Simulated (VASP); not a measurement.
Input:

```
Se
1.0
    2.18272    -3.78058     0.00000
    2.18272     3.78058     0.00000
    0.00000     0.00000     5.07248
Se
3
Cartesian
  0.49632   0.85965   3.38165
  3.37280   0.00000   0.00000
  0.49632  -0.85965   1.69082
```

All values below come from TPSS meta-GGA, VASP's PBE PAW potentials (set 64) (plane waves; VASP). Run with 520 eV cut-off, 7×7×5 Γ-centred mesh, tetrahedra with Blöchl corrections, potentials Se.

The path is coarsely sampled, so an indirect gap can come out somewhat too large. Without a dispersion term in the relaxation, distances and binding between the weakly bound layers, chains or molecules are unreliable, and so is what depends on them.

### Question
Tabulate the total density of states (states/eV per cell) against energy (eV; zero at the valence-band maximum or, without a gap, the Fermi level).

### Answer

(E (eV), DOS (states/eV)): (-9.96, 0.27); (-9.38, 0.00); (-8.80, 0.00); (-8.11, 0.00); (-7.53, 0.00); (-6.96, 0.00); (-6.38, 0.00); (-5.80, 0.00); (-5.22, 1.60); (-4.65, 4.14); (-3.95, 1.69); (-3.38, 4.59); (-2.80, 0.09); (-2.22, 1.41); (-1.65, 5.24); (-0.95, 2.35); (-0.38, 1.18); (0.20, 0.00); (0.78, 0.00); (1.36, 0.42); (1.93, 3.68); (2.51, 3.18); (3.20, 1.45); (3.78, 0.43); (4.36, 0.00)
Within 2 eV below the valence-band maximum the largest weight inside VASP's projection spheres is Se p.

The compound is Se in the trig structure. It was relaxed first.
